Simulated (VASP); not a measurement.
A VASP calculation is set up with these files.

POSCAR:
```
BaSi2
1
    0.0000000000     4.4259285252     5.5131641771
    3.2911214478     0.0000000000     5.5131641771
    3.2911214478     4.4259285252     0.0000000000
Si Ba
4 2
Direct
  0.6268455034   0.3731544966   0.6268455034
  0.3731544966   0.6268455034   0.3731544966
  0.6231544966   0.8768455034   0.6231544966
  0.8768455034   0.6231544966   0.8768455034
  1.0000000000   1.0000000000   0.0000000000
  0.2500000000   0.2500000000   0.2500000000
```

File KPOINTS:
```
K-points
0
G
  7 7 7
0 0 0
```

**INCAR**
```
! general
SYSTEM =BaSi2
PREC   =Accurate
ENCUT  =400
LREAL  =.False.
LASPH  =.True.

! electronic loop
EDIFF  =1E-7
NELM   =100
ALGO   =Normal
LMAXMIX=4

! smearing
ISMEAR =-5

! functional
GGA    =PS

! ions
ISIF   =2

! output
LWAVE  =.False.
LCHARG =.True.
LORBIT =11
NEDOS  =601

! other
LEFG   =.True.
```

POTCAR, in this order: Si Ba_sv (PBE.64 set). Program: vasp_std.

Task: Translate this PBEsol calculation to Ansatz.

Result: One equivalent input (not run):
Ansatz 0.2 input:
```yaml
crystal:
  lattice:
    - [0.0000000, 4.4259285, 5.5131642]
    - [3.2911214, 0.0000000, 5.5131642]
    - [3.2911214, 4.4259285, 0.0000000]
  atoms:
    - { symbol: Si, position: [0.6268455, 0.3731545, 0.6268455] }
    - { symbol: Si, position: [0.3731545, 0.6268455, 0.3731545] }
    - { symbol: Si, position: [0.6231545, 0.8768455, 0.6231545] }
    - { symbol: Si, position: [0.8768455, 0.6231545, 0.8768455] }
    - { symbol: Ba, position: [1.0000000, 1.0000000, 0.0000000] }
    - { symbol: Ba, position: [0.2500000, 0.2500000, 0.2500000] }
kpoints:
  mp_grid: { grid: [7, 7, 7] }
hamiltonian:
  xc: pbesol
  pseudopotentials: { kind: paw }
scf:
  occupations: { method: tetrahedron }
  max_iter: 100
output: { forces: true, stress: true, eigenvalues: true }
```
The two are equivalent in intent, not identical: each code has its own PAW files, so the cut-off isn't converted (ENCUT is set for VASP's; basis.ecutwfc is left out, and Ansatz then takes the one that its files recommend); Ansatz stops its SCF on the density residual and VASP on the energy change (EDIFF); the field gradients of LEFG aren't asked of the other code.

The structure was generated: BaSi2 was put into the C54 type (Fddd), which need not be its known phase. It was relaxed first.
